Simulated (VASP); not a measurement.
Given:

```xyz
2
Lattice="0.0000 2.2751 2.2751 2.2751 0.0000 2.2751 2.2751 2.2751 0.0000" Properties=species:S:1:pos:R:3 pbc="T T T"
Ga     0.0000     0.0000     0.0000
N      1.1375     1.1375     1.1375
```

Method: PBE GGA with spin-orbit coupling, VASP's PBE PAW potentials (set 64) (plane waves; VASP). Numerical set-up: 520 eV cut-off, 9×9×9 Γ-centred mesh, Gaussian smearing of 0.050 eV, potentials Ga_d N.

Q: Give the energies of bands 13 to 22 at the high-symmetry points, in eV from the valence-band maximum.

A: 
```tsv
band	Γ	X	U	L	W
13	-0.02	-6.01	-5.76	-6.86	-5.60
14	-0.02	-6.01	-5.75	-6.86	-5.59
15	-0.01	-2.63	-4.13	-0.96	-3.59
16	-0.01	-2.63	-4.09	-0.96	-3.58
17	-0.01	-2.59	-2.10	-0.93	-3.52
18	-0.01	-2.59	-2.10	-0.93	-3.48
19	1.53	3.34	4.94	4.44	6.15
20	1.53	3.34	4.94	4.44	6.16
21	9.89	6.48	7.62	8.57	8.08
22	9.89	6.48	7.62	8.57	8.09
```

The gap is direct, 1.53 eV, from the valence maximum at Γ to the conduction minimum at Γ.

The compound is GaN in the zinc blende structure, a metastable form; wurtzite is the usual one. It was relaxed first.
